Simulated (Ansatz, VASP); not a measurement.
## H6PtC2 in VASP and in Ansatz

```
H Pt C
1.0
     0.00000    2.93653    2.93653
     2.93653    0.00000    2.93653
     2.93653    2.93653    0.00000
H Pt C
6 1 2
Direct
  0.69104 0.30896 0.30896
  0.30896 0.69104 0.30896
  0.30896 0.69104 0.69104
  0.69104 0.30896 0.69104
  0.30896 0.30896 0.69104
  0.69104 0.69104 0.30896
  0.00000 0.00000 0.00000
  0.25000 0.25000 0.25000
  0.75000 0.75000 0.75000
```

Change from the starting cell: species swapped into the K2TeBr6 type (Fm-3m, No. 225).

Alike in both runs: functional PBE; k mesh 12 × 12 × 12; occupations gaussian, width 0.1 eV; no spin polarisation.

Ansatz relaxed the structure, and its values are those at the end. VASP's run is a single point on that final structure, the one shown.

```csv
,VASP,Ansatz
version,VASP 6.6.1,Ansatz 0.2.0
potentials or method,"VASP PAW PBE potentials, release 64 (H, Pt, C)","scalar-relativistic, plane waves, PAW"
plane-wave cutoff (eV),520,420
valence electrons in the cell,24,32
```

VASP gave:

| Item | Value |
| --- | --- |
| gap on the k mesh at the Fermi level (eV) | none |
| pressure (GPa) | -0.2 |

Question: What did Ansatz give for the same quantities?

Answer: gap on the k mesh at the Fermi level (eV): none; pressure (GPa): 0.0.

A gap of «none» marks a metal or a gap that the smearing closes. The functional is the same, so the differences come from potentials, cutoffs and numerics. The two sets of potentials don't hold the same shells in valence.

Spin-orbit coupling is left out, which matters for the levels of Pt.
